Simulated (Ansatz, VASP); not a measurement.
## Cu2Mo: VASP beside Ansatz

One calculation is typed for both programs; each brings its own data sets. How far apart do they land? The cell is taken from a series of runs on this material, whose earlier steps may have relaxed, scaled, displaced or heated it; both programs get it as it stands.

Method: plane waves, with VASP 6.6.1 beside it; relaxation of cell and atoms at PBEsol, in Ansatz 0.2.0.

## Step 1: The structure

Symmetry: Fd-3m, No. 227, cubic system. The conventional cell has a = 6.710 Å, b = 6.710 Å, c = 6.710 Å, α = 90.00°, β = 90.00°, γ = 90.00°. Nearest to Mo lie 12 Cu at 2.78 Å and 4 Mo at 2.91 Å. Nearest to Cu lie 6 Cu at 2.37 Å and 6 Mo at 2.78 Å. Farther neighbours are not listed.

## Step 2: VASP: relaxation of cell and atoms, PBEsol

The relaxed volume is the usual yardstick between codes: in a stiff, nearly cubic crystal its relative difference is about their pressure difference at one cell divided by the bulk modulus.

Lines of VASP's logs that name or quote its potential files are left out, and so is its time.

Input file INCAR:

```
SYSTEM = Cu2Mo
PREC = Accurate
ENCUT = 600
EDIFF = 1E-07
NELM = 200
ISMEAR = -1
SIGMA = 0.05
LREAL = .FALSE.
ALGO = Normal
GGA = PS
NBANDS = 47
ISPIN = 2
MAGMOM = 0 0 0 0 0 0
LASPH = .TRUE.
LMAXMIX = 4
LORBIT = 11
LWAVE = .FALSE.
LCHARG = .FALSE.
ISIF = 3
IBRION = 2
NSW = 80
EDIFFG = -0.005
GGA_COMPAT = .FALSE.
NELMIN = 4
KPAR = 2
```

Input file POSCAR:

```
Cu2Mo
1.0
    0.0000000000      3.3550000000      3.3550000000
    3.3550000000      0.0000000000      3.3550000000
    3.3550000000      3.3550000000      0.0000000000
Mo Cu
2 4
Direct
    0.2500000000      0.2500000000      0.2500000000
    0.0000000000      0.0000000000      0.0000000000
    0.6250000000      0.1250000000      0.6250000000
    0.6250000000      0.6250000000      0.1250000000
    0.1250000000      0.6250000000      0.6250000000
    0.6250000000      0.6250000000      0.6250000000
```

Input file KPOINTS:

```
Automatic mesh
0
Gamma
7 7 7
0 0 0
```

The projector-augmented-wave data sets are Mo_sv and Cu (PBE family, release 64).

Started as:

```
mpirun -np 2 vasp_std
```

Numbers of over 12 decimals in the logs are rounded to 6 here.

The program printed:

```text
[banner, memory and clock lines left out]
running    2 mpi-ranks, on    1 nodes
 distrk:  each k-point on    1 cores,    2 groups
 distr:  one band on    1 cores,    1 groups

 POSCAR found type information on POSCAR MoCu
 POSCAR found :  2 types and       6 ions
|                                                                             |
|               ----> ADVICE to this user running VASP <----                  |
|                                                                             |
|     You enforced a specific xc type in the INCAR file but a different       |
|     [... a line on the potential file left out ...]
|     I HOPE YOU KNOW WHAT YOU ARE DOING!                                     |
|                                                                             |

 LDA part: xc-table for (Slater+PW92), standard interpolation
 POSCAR, INCAR and KPOINTS ok, starting setup
 FFT: planning ... GRIDC
 FFT: planning ... GRID_SOFT
 FFT: planning ... GRID
 WAVECAR not read
 entering main loop
       N       E                     dE             d eps       ncg     rms          rms(c)
DAV:   1     0.965016181942E+03    0.96502E+03   -0.35442E+04  3869   0.273E+03
DAV:   2     0.866433234012E+02   -0.87837E+03   -0.84355E+03  3791   0.625E+02
DAV:   3    -0.399766859429E+02   -0.12662E+03   -0.11829E+03  4062   0.252E+02
DAV:   4    -0.477241838049E+02   -0.77475E+01   -0.74486E+01  5796   0.730E+01
DAV:   5    -0.478453443667E+02   -0.12116E+00   -0.12092E+00  5716   0.958E+00    0.300E+01
DAV:   6    -0.503799122519E+02   -0.25346E+01   -0.10773E+02  4393   0.208E+02    0.200E+01
DAV:   7    -0.396013910968E+02    0.10779E+02   -0.32699E+01  4701   0.922E+01    0.286E+00
DAV:   8    -0.397006803445E+02   -0.99289E-01   -0.22892E+00  6033   0.161E+01    0.251E+00
DAV:   9    -0.396188977776E+02    0.81783E-01   -0.32698E-01  5256   0.115E+01    0.936E-01
DAV:  10    -0.396220065933E+02   -0.31088E-02   -0.14122E-01  4989   0.761E+00    0.103E+00
DAV:  11    -0.396052345272E+02    0.16772E-01   -0.46202E-02  5004   0.460E+00    0.794E-02
DAV:  12    -0.396056430626E+02   -0.40854E-03   -0.39001E-03  5084   0.374E-01    0.565E-02
DAV:  13    -0.396056207130E+02    0.22350E-04   -0.66180E-05  5476   0.102E-01    0.355E-02
DAV:  14    -0.396056056916E+02    0.15021E-04   -0.31969E-05  5417   0.107E-01    0.744E-03
DAV:  15    -0.396056054402E+02    0.25136E-06   -0.57240E-06  5307   0.275E-02    0.243E-03
DAV:  16    -0.396056053822E+02    0.58086E-07   -0.11679E-07  2804   0.677E-03
   1 F= -.39605605E+02 E0= -.39586945E+02  d E =-.396056E+02  mag=    -0.0000
 curvature:   0.00 expect dE= 0.000E+00 dE for cont linesearch  0.000E+00
 trial: gam= 0.00000 g(F)=  0.226E-46 g(S)=  0.192E-01 ort = 0.000E+00 (trialstep = 0.100E+01)
 search vector abs. value=  0.192E-01
 bond charge predicted
       N       E                     dE             d eps       ncg     rms          rms(c)
DAV:   1    -0.402127947311E+02   -0.60719E+00   -0.10549E+01  4474   0.440E+01    0.692E+00
DAV:   2    -0.399822936219E+02    0.23050E+00   -0.47790E+00  4490   0.434E+01    0.405E+00
DAV:   3    -0.396380410125E+02    0.34425E+00   -0.14992E+00  4690   0.255E+01    0.167E+00
DAV:   4    -0.396060158273E+02    0.32025E-01   -0.69377E-02  6034   0.461E+00    0.763E-01
DAV:   5    -0.396008393734E+02    0.51765E-02   -0.89226E-03  6527   0.101E+00    0.202E-01
DAV:   6    -0.396006536650E+02    0.18571E-03   -0.14398E-03  4888   0.300E-01    0.403E-02
DAV:   7    -0.396006538501E+02   -0.18509E-06   -0.19088E-04  6150   0.207E-01    0.297E-02
DAV:   8    -0.396006396376E+02    0.14212E-04   -0.36851E-05  5970   0.962E-02    0.133E-02
DAV:   9    -0.396006384737E+02    0.11639E-05   -0.34593E-06  5610   0.170E-02    0.415E-03
DAV:  10    -0.396006380911E+02    0.38266E-06   -0.37940E-07  3753   0.479E-03    0.587E-04
DAV:  11    -0.396006380315E+02    0.59568E-07   -0.15578E-08  2349   0.142E-03
   2 F= -.39600638E+02 E0= -.39582884E+02  d E =0.496735E-02  mag=    -0.0000
 trial-energy change:    0.004967  1 .order    0.005029   -0.019164    0.029221
 step:   0.3979(harm=  0.3961)  dis= 0.00000  next Energy=   -39.609422 (dE=-0.382E-02)
 bond charge predicted
       N       E                     dE             d eps       ncg     rms          rms(c)
DAV:   1    -0.398275569629E+02   -0.22692E+00   -0.38912E+00  4453   0.273E+01    0.395E+00
DAV:   2    -0.397200537127E+02    0.10750E+00   -0.15367E+00  4589   0.238E+01    0.228E+00
DAV:   3    -0.396293632352E+02    0.90690E-01   -0.49553E-01  4712   0.155E+01    0.116E+00
DAV:   4    -0.396121795381E+02    0.17184E-01   -0.35237E-02  5821   0.336E+00    0.470E-01
DAV:   5    -0.396095504555E+02    0.26291E-02   -0.41742E-03  6551   0.788E-01    0.132E-01
DAV:   6    -0.396093830460E+02    0.16741E-03   -0.71669E-04  5008   0.206E-01    0.246E-02
DAV:   7    -0.396093808931E+02    0.21528E-05   -0.60735E-05  6017   0.919E-02    0.133E-02
DAV:   8    -0.396093803535E+02    0.53969E-06   -0.81063E-06  5366   0.317E-02    0.836E-03
DAV:   9    -0.396093804218E+02   -0.68383E-07   -0.58138E-07  4485   0.680E-03
   3 F= -.39609380E+02 E0= -.39591082E+02  d E =-.377504E-02  mag=     0.0000
 curvature:  -0.20 expect dE=-0.116E-05 dE for cont linesearch -0.116E-05
 trial: gam=-0.01714 g(F)=  0.158E-46 g(S)=  0.583E-05 ort = 0.334E-03 (trialstep = 0.880E+00)
 search vector abs. value=  0.188E-08
 reached required accuracy - stopping structural energy minimisation
```

Parts of OUTCAR (step 2):

```text
ion  position               nearest neighbor table
   1  0.250  0.250  0.250-   3 2.78   4 2.78   5 2.78   3 2.78   5 2.78   6 2.78   4 2.78   5 2.78
                             6 2.78   3 2.78   4 2.78   6 2.78   2 2.91   2 2.91   2 2.91   2 2.91
   2  0.000  0.000  0.000-   3 2.78   4 2.78   6 2.78   4 2.78   5 2.78   6 2.78   3 2.78   5 2.78
                             6 2.78   3 2.78   4 2.78   5 2.78   1 2.91   1 2.91   1 2.91   1 2.91
   3  0.625  0.125  0.625-   6 2.37   4 2.37   4 2.37   5 2.37   6 2.37   5 2.37   1 2.78   1 2.78
                             2 2.78   1 2.78   2 2.78   2 2.78
   4  0.625  0.625  0.125-   6 2.37   3 2.37   5 2.37   6 2.37   3 2.37   5 2.37   1 2.78   2 2.78
                             2 2.78   1 2.78   2 2.78   1 2.78
   5  0.125  0.625  0.625-   6 2.37   4 2.37   3 2.37   3 2.37   4 2.37   6 2.37   1 2.78   2 2.78
                             1 2.78   2 2.78   1 2.78   2 2.78
   6  0.625  0.625  0.625-   3 2.37   4 2.37   5 2.37   4 2.37   3 2.37   5 2.37   2 2.78   1 2.78
                             2 2.78   1 2.78   2 2.78   1 2.78

  LATTYP: Found a face centered cubic cell.
 ALAT       =     6.7100000000

 Subroutine GETGRP returns: Found 48 space group operations
 (whereof 24 operations were pure point group operations)

The static configuration has the point symmetry T_d .
 The point group associated with its full space group is O_h .

 Found     20 irreducible k-points:

   k-points           NKPTS =     20   k-points in BZ     NKDIM =     20   number of bands    NBANDS=     47

   dimension x,y,z NGX =    40 NGY =   40 NGZ =   40
   dimension x,y,z NGXF=    80 NGYF=   80 NGZF=   80

   ENCUT  =  600.0 eV  44.10 Ry    6.64 a.u.   9.48  9.48  9.48*2*pi/ulx,y,z

   NELECT =      72.0000    total number of electrons

 k-points in reciprocal lattice and weights: Automatic mesh
   0.00000000  0.00000000  0.00000000       0.003
   0.14285714  0.00000000  0.00000000       0.023
   0.28571429  0.00000000  0.00000000       0.023
   0.42857143  0.00000000  0.00000000       0.023
   0.14285714  0.14285714  0.00000000       0.017
   0.28571429  0.14285714  0.00000000       0.070
   0.42857143  0.14285714  0.00000000       0.070
  -0.42857143  0.14285714  0.00000000       0.070
  -0.28571429  0.14285714  0.00000000       0.070
[...]
-0.42857143  0.42857143  0.14285714       0.070
  -0.28571429  0.42857143  0.14285714       0.070

 average (electrostatic) potential at core
       1 -71.3270       2 -71.3270       3 -61.4217       4 -61.4217       5 -61.4217
       6 -61.4217

 E-fermi :   9.7262

 spin component 1
 k-point     1 :       0.0000    0.0000    0.0000
  band No.  band energies     occupation
    ...
     33       8.3959      1.00000
     34       8.3959      1.00000
     35       9.4051      0.99838
     36       9.4051      0.99838
     37       9.4051      0.99838
     38       9.8025      0.17864
     39      12.0544      0.00000
     40      12.0544      0.00000
     41      16.1933      0.00000
     42      16.1933      0.00000
    ...

 k-point     2 :       0.1429    0.0000    0.0000
  band No.  band energies     occupation
    ...
     33       8.5540      1.00000
     34       8.7139      1.00000
     35       8.7139      1.00000
     36       9.3655      0.99926
     37       9.3655      0.99926
     38      10.6854      0.00000
     39      11.9873      0.00000
     40      11.9873      0.00000
     41      14.6917      0.00000
     42      15.7859      0.00000
    ...

 k-point     3 :       0.2857    0.0000    0.0000
  band No.  band energies     occupation
    ...
     33       8.6163      1.00000
     34       8.7916      1.00000
     35       8.7916      1.00000
     36       9.4278      0.99745
     37       9.4278      0.99745
     38      11.3315      0.00000
     39      11.8791      0.00000
     40      11.8791      0.00000
     41      12.9665      0.00000
     42      14.8633      0.00000
    ...

 k-point     4 :       0.4286    0.0000    0.0000
  band No.  band energies     occupation
    ...
     33       9.1109      1.00000
     34       9.1678      0.99999
     35       9.1678      0.99999
     36       9.5695      0.95830
     37       9.5695      0.95830
     38      10.3492      0.00000
     39      11.8744      0.00000
     40      11.8744      0.00000
     41      12.7107      0.00000
     42      13.9951      0.00000
    ...

 k-point     5 :       0.1429    0.1429    0.0000
  band No.  band energies     occupation
    ...
     33       8.4918      1.00000
     34       8.7840      1.00000
     35       8.7840      1.00000
     36       9.4545      0.99565
     37       9.4545      0.99565
     38      10.7312      0.00000
     39      11.8513      0.00000
     40      12.0281      0.00000
     41      14.8972      0.00000
     42      14.8972      0.00000
    ...

 k-point     6 :       0.2857    0.1429    0.0000
  band No.  band energies     occupation
    ...
     33       8.7332      1.00000
     34       8.8847      1.00000
     35       9.0803      1.00000
     36       9.2875      0.99985
     37       9.5995      0.92652
     38      11.4537      0.00000
     39      11.6345      0.00000
     40      11.9572      0.00000
     41      13.3494      0.00000
     42      14.0754      0.00000
    ...

  Total       -0.0155524     -0.0155524     -0.0155524      0.0000000     -0.0000000      0.0000000
  in kB       -0.3327520     -0.3327520     -0.3327520      0.0000000     -0.0000000      0.0000000
  external PRESSURE =      -0.3327520 kB  Pullay stress =       0.0000000 kB

  energy-cutoff  :      600.00
  volume of cell :       74.88
      direct lattice vectors                 reciprocal lattice vectors
    -0.000000000  3.345432993  3.345432993    -0.149457485  0.149457485  0.149457485
     3.345432993  0.000000000  3.345432993     0.149457485 -0.149457485  0.149457485
     3.345432993  3.345432993  0.000000000     0.149457485  0.149457485 -0.149457485

 POSITION                                       TOTAL-FORCE (eV/Angst)
 -----------------------------------------------------------------------------------
      1.67272      1.67272      1.67272        -0.000000      0.000000     -0.000000
      0.00000      0.00000      0.00000         0.000000     -0.000000      0.000000
      2.50907      4.18179      2.50907         0.000000     -0.000000     -0.000000
      2.50907      2.50907      4.18179         0.000000     -0.000000     -0.000000
      4.18179      2.50907      2.50907         0.000000     -0.000000     -0.000000
      4.18179      4.18179      4.18179         0.000000     -0.000000     -0.000000
 -----------------------------------------------------------------------------------
    total drift:                                0.000000      0.000000      0.000000

  FREE ENERGIE OF THE ION-ELECTRON SYSTEM (eV)
  ---------------------------------------------------
  free  energy   TOTEN  =       -39.6093804218 eV

  energy  without entropy=      -39.5727842423  energy(sigma->0) =      -39.59108233

 reached required accuracy - stopping structural energy minimisation

 total charge
# of ion       s       p       d       tot
------------------------------------------
    1        2.318   6.150   3.819  12.287
    2        2.318   6.150   3.819  12.287
    3        0.525   0.537   9.135  10.197
    4        0.525   0.537   9.135  10.197
    5        0.525   0.537   9.135  10.197
    6        0.525   0.537   9.135  10.197
--------------------------------------------------
tot          6.736  14.450  44.177  65.362

 magnetization (x)
# of ion       s       p       d       tot
------------------------------------------
    1       -0.000   0.000  -0.000  -0.000
    2       -0.000   0.000  -0.000  -0.000
    3        0.000  -0.000   0.000  -0.000
    4        0.000  -0.000   0.000  -0.000
    5        0.000  -0.000   0.000  -0.000
    6        0.000  -0.000   0.000  -0.000
--------------------------------------------------
tot         -0.000  -0.000  -0.000  -0.000

[... 1 further part left out ...]
```

(Part 1 of 2 ends here.)

[Lines on the potential files, build, host, timing and source positions are cut from VASP's logs without a mark.]

[Logs are printed without paths, hosts, clocks, repeated set-up lines and the standing remarks that a program may print on its own settings, such as how far it seeks lower states.]

[Hosts, paths, dates, database ids (printed as entryN), source tags and the programs' standing remarks are cut or masked in the printed files.]
